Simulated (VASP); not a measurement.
B:

```
B
1.0
     2.10059    0.00000    0.00000
    -1.05030    1.81917    0.00000
     0.00000    0.00000    3.43027
B
2
Direct
  0.33333 0.66667 0.25000
  0.66667 0.33333 0.75000
```

The cell was built by a generator and needn't be a form met in nature.

```yaml
Program: VASP 6.6.1
Task: relaxation of cell and atoms
Functional: LDA
Potentials_or_basis: VASP PAW LDA potentials, release 64 (B)
Cutoff: 600 eV
k_mesh: 17 × 17 × 9
Occupations: fermi-dirac, width 0.1 eV
Spin: no spin polarisation
```

At the start: pressure -26.9 GPa; volume 6.55 Å³/atom.

Problem. Where does the relaxation end?

Solution. Over 31 steps the energy falls by 823.4 meV/atom and the volume is 7.50 Å³/atom (+14.4 %); space group P6_3/mmc (No. 194, to 0.05 Å).

The path:
```
step  energy change (eV)  largest force (eV/Å)  pressure (GPa)  volume (Å³)
   1              0.0000                0.0000          -26.87        13.11
   2             -0.1790                0.0000           10.55        11.13
   3             -0.1847                0.0000            3.68        11.38
   4             -0.2327                0.0000            4.77        11.38
   5             -0.4279                0.0000           13.32        11.32
   6             -0.6297                0.0000           49.35        10.91
   7              2.6172                0.0000          307.08         9.19
   8             -0.6219                0.0000           54.89        10.85
   9             -0.6018                0.0000           67.67        10.68
  10             -0.0792                0.0000          150.04        10.02
  11             -0.5870                0.0000           82.92        10.52
  12             -0.4421                0.0000          112.87        10.28
  13             -0.5302                0.0000           98.83        10.39
  14             -0.5323                0.0000           99.19        10.39
  15             -0.5375                0.0000          100.31        10.40
  16             -0.5450                0.0000          102.69        10.42
  17             -0.5498                0.0000          107.46        10.47
  18             -0.5642                0.0000          106.44        10.49
  19             -0.6068                0.0000          103.43        10.56
  20             -0.6887                0.0000           97.60        10.71
  21             -0.8404                0.0000           86.79        11.00
  22             -1.0970                0.0000           67.84        11.59
  23             -1.4463                0.0000           37.01        12.82
  24             -1.6340                0.0000           -1.40        15.48
  25             -1.6397                0.0000            3.07        15.07
  26             -1.6395                0.0000            4.21        14.97
  27             -1.6428                0.0000            3.25        14.96
  28             -1.6467                0.0000            0.53        14.94
  29             -1.6467                0.0000            0.66        14.94
  30             -1.6467                0.0000            0.49        14.95
  31             -1.6468                0.0000            0.00        15.00
```

Final structure:
```yaml
crystal:
  lattice:
    - [1.69790, 0.00000, 0.00000]
    - [-0.84895, 1.47042, 0.00000]
    - [0.00000, 0.00000, 6.00735]
  atoms:
    - { symbol: B, position: [0.33333, 0.66667, 0.25000] }
    - { symbol: B, position: [0.66667, 0.33333, 0.75000] }
```
